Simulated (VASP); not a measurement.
```yaml
crystal:
  lattice:
    - [4.10825, 0.00000, 0.00000]
    - [0.00000, 4.10825, 0.00000]
    - [0.00000, 0.00000, 4.10825]
  atoms:
    - { symbol: K, position: [0.00000, 0.00000, 0.00000] }
    - { symbol: Mg, position: [0.50000, 0.50000, 0.50000] }
    - { symbol: F, position: [0.50000, 0.00000, 0.50000] }
    - { symbol: F, position: [0.00000, 0.50000, 0.50000] }
    - { symbol: F, position: [0.50000, 0.50000, 0.00000] }
```

Computed with revPBE GGA, VASP's PBE PAW potentials (set 64) (plane waves; VASP). Settings: 520 eV cut-off, 6×6×6 Γ-centred mesh, tetrahedra with Blöchl corrections, potentials K_sv Mg F.

Problem. What does the run give for the energy per atom (σ→0), band gap (on the k-mesh) with the smallest direct gap where there is one?

Solution. 
The band gap (on the k-mesh) is 6.90 eV and the smallest direct gap (on the k-mesh) is 7.22 eV. The energy per atom (σ→0) is -4.654 eV/atom.

The compound is KMgF3 in the cubic perovskite structure. It was relaxed first, which changed the volume by +9 %.
